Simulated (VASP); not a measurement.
Consider the following.

```yaml
crystal:
  lattice:
    - [3.70448, -1.88604, 0.00379]
    - [3.70448, 1.88604, 0.00379]
    - [2.74105, 0.00000, 3.12521]
  atoms:
    - { symbol: As, position: [0.22662, 0.22662, 0.22662] }
    - { symbol: As, position: [0.77338, 0.77338, 0.77338] }
```

These are r2SCAN+rVV10, VASP's PBE PAW potentials (set 64) (plane waves; VASP) values and carry that method's errors. Numerical set-up: 520 eV cut-off, 13×13×13 Γ-centred mesh, tetrahedra with Blöchl corrections, potentials As.

### Question
Give the energies of bands 2 to 8 at the high-symmetry points, in eV from the Fermi level.

### Answer

| band | Γ | T | H2 | L | S0 | F |
|---|---|---|---|---|---|---|
| 2 | -6.13 | -10.49 | -11.15 | -11.66 | -11.41 | -10.24 |
| 3 | -2.82 | -2.02 | -6.22 | -3.16 | -6.49 | -6.29 |
| 4 | -2.30 | -2.02 | -5.70 | -3.13 | -3.86 | -4.53 |
| 5 | -2.30 | -0.55 | -1.65 | -0.57 | -3.80 | -4.45 |
| 6 | 1.64 | 0.68 | 1.23 | -0.29 | 3.25 | 1.57 |
| 7 | 2.86 | 0.68 | 5.36 | 0.33 | 3.29 | 5.47 |
| 8 | 2.86 | 1.81 | 5.59 | 1.33 | 5.65 | 7.07 |

It has no gap at this level: it comes out as a metal or semimetal.

The compound is As in the a7 structure. It was relaxed first.
